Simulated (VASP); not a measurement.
## InSe (space group P-6m2): computed properties

Computed with PBEsol GGA, VASP's PBE PAW potentials (set 64) (plane waves; VASP).

| Property | Result |
|---|---|
| space group | P-6m2 (187) |
| cell | a = 4.0123 Å, b = 4.0123 Å, c = 16.8040 Å, α = 90.00°, β = 90.00°, γ = 120.00° |
| volume per atom | 29.28 Å³/atom |
| band gap (over mesh and band path) | 0.32 eV |
| smallest direct gap (over mesh and band path) | 0.32 eV |
| band-edge character | direct, Γ to Γ |
| density | 5.49 g/cm³ |

Space group P-6m2 (No. 187); a = 4.012 Å, b = 4.012 Å, c = 16.804 Å, α = 90.00°, β = 90.00°, γ = 120.00°

```
atom  site  symmetry       x       y       z
----  ----  --------  ------  ------  ------
In      2g       3m.  0.0000  0.0000  0.4173
In      2h       3m.  0.3333  0.6667  0.0827
Se      2i       3m.  0.6667  0.3333  0.1589
Se      2h       3m.  0.3333  0.6667  0.3413
```

Without a dispersion term in the relaxation, distances and binding between the weakly bound layers, chains or molecules are unreliable, and so is what depends on them. Unless said otherwise, spin-orbit coupling is left out, though it shifts the bands of the heavy elements here.

The structure comes from a computed database's InSe entry (P-6m2); how it stands against other phases isn't given here. It was relaxed first, which changed the volume by -9 %. Symmetry was kept, so distortions that lower it aren't found.
